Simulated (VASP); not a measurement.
Calculation: PBEsol GGA, VASP's PBE PAW potentials (set 64) (plane waves; VASP 6.6.1).

Input for VASP

### INCAR
```
# general
SYSTEM=BN
PREC  =Accurate
ENCUT =520
LREAL =F
LASPH =T   # aspherical one-centre terms
ICHARG=11   # fixed density

# electronic loop
EDIFF =1E-7
NELM  =100   # most electronic steps
ALGO  =Normal

# smearing
ISMEAR=0   # Gaussian
SIGMA =0.05   # width (eV)

# functional
GGA   =PS   # PBEsol

# output
LWAVE =F
LCHARG=F
LORBIT=11
```

**KPOINTS**
```
k-points along high-symmetry lines
10
Line-mode
Reciprocal
  0.000000   0.000000   0.000000 ! GAMMA
  0.500000  -0.000000   0.000000 ! M

  0.500000  -0.000000   0.000000 ! M
  0.333333   0.333333   0.000000 ! K

  0.333333   0.333333   0.000000 ! K
  0.000000   0.000000   0.000000 ! GAMMA

  0.000000   0.000000   0.000000 ! GAMMA
  0.000000   0.000000   0.500000 ! A

  0.000000   0.000000   0.500000 ! A
  0.500000  -0.000000   0.500000 ! L

  0.500000  -0.000000   0.500000 ! L
  0.333333   0.333333   0.500000 ! H

  0.333333   0.333333   0.500000 ! H
  0.000000   0.000000   0.500000 ! A

  0.500000  -0.000000   0.500000 ! L
  0.500000  -0.000000   0.000000 ! M

  0.333333   0.333333   0.500000 ! H
  0.333333   0.333333   0.000000 ! K
```

### POSCAR
```
BN
1
    2.5422387812     0.0000000000     0.0000000000
   -1.2711193906     2.2016431635     0.0000000000
    0.0000000000     0.0000000000     4.2043446213
B N
2 2
Direct
  0.3333330000   0.6666670000   0.0002880991
  0.6666670000   0.3333330000   0.5002880991
  0.3333330000   0.6666670000   0.3747119009
  0.6666670000   0.3333330000   0.8747119009
```

POTCAR, in this order: B N (PBE.64 set). Program: vasp_std. Read from the step before: CHGCAR.

Output of the run:

OSZICAR:
```
       N       E                     dE             d eps       ncg     rms          rms(c)
DAV:   1     0.474393792431E+02    0.47439E+02   -0.86225E+03  2160   0.129E+03
DAV:   2    -0.324888303319E+02   -0.79928E+02   -0.73777E+02  3132   0.262E+02
DAV:   3    -0.349368525164E+02   -0.24480E+01   -0.24333E+01  2852   0.437E+01
DAV:   4    -0.349527099738E+02   -0.15857E-01   -0.15842E-01  2616   0.350E+00
DAV:   5    -0.349529434201E+02   -0.23345E-03   -0.23337E-03  2732   0.347E-01
DAV:   6    -0.349529506746E+02   -0.72545E-05   -0.72540E-05  2668   0.441E-02
DAV:   7    -0.349529509680E+02   -0.29340E-06   -0.29333E-06  2592   0.721E-03
DAV:   8    -0.349529509817E+02   -0.13684E-07   -0.13687E-07  2072   0.126E-03
   1 F= -.34952951E+02 E0= -.34952951E+02  d E =-.137697E-11
```

**OUTCAR**
```
 val. band max:        7.5744495364   @ k =   0.0000   0.0000   0.0000

 cond. band min:      12.5209028601   @ k =   0.3333   0.3333   0.0000



 k-point     1 :       0.0000    0.0000    0.0000
  band No.  band energies     occupation
      1     -12.9058      2.00000
      2      -8.6810      2.00000
      3      -3.4801      2.00000
      4       5.4272      2.00000
      5       5.4273      2.00000
      6       7.2906      2.00000
      7       7.5744      2.00000
      8       7.5744      2.00000
      9      15.8952      0.00000
     10      15.8952      0.00000
     11      16.1458      0.00000
     12      17.0984      0.00000

 k-point     2 :       0.0556    0.0000    0.0000
  band No.  band energies     occupation
      1     -12.8379      2.00000
      2      -8.6285      2.00000
      3      -3.4129      2.00000
      4       5.1047      2.00000
      5       5.2942      2.00000
      6       7.2190      2.00000
      7       7.3144      2.00000
      8       7.5033      2.00000
      9      15.7529      0.00000
     10      16.0358      0.00000
     11      16.2920      0.00000
     12      17.3193      0.00000

 k-point     3 :       0.1111    0.0000    0.0000
  band No.  band energies     occupation
      1     -12.6352      2.00000
      2      -8.4738      2.00000
      3      -3.2122      2.00000
      4       4.2400      2.00000
      5       4.9412      2.00000
      6       6.5906      2.00000
      7       7.0231      2.00000
      8       7.2954      2.00000
      9      15.4963      0.00000
     10      16.4170      0.00000
     11      16.5348      0.00000
     12      17.9151      0.00000

 k-point     4 :       0.1667    0.0000    0.0000
  band No.  band energies     occupation
      1     -12.3004      2.00000
      2      -8.2269      2.00000
      3      -2.8816      2.00000
      4       3.0459      2.00000
      5       4.4658      2.00000
      6       5.5740      2.00000
      7       6.6864      2.00000
...
```

The density is held fixed in this step, so its total energy and stress have no physical meaning.

The structure was generated: BN was put into the wurtzite type (P6_3mc), which need not be its known phase. It was relaxed first.
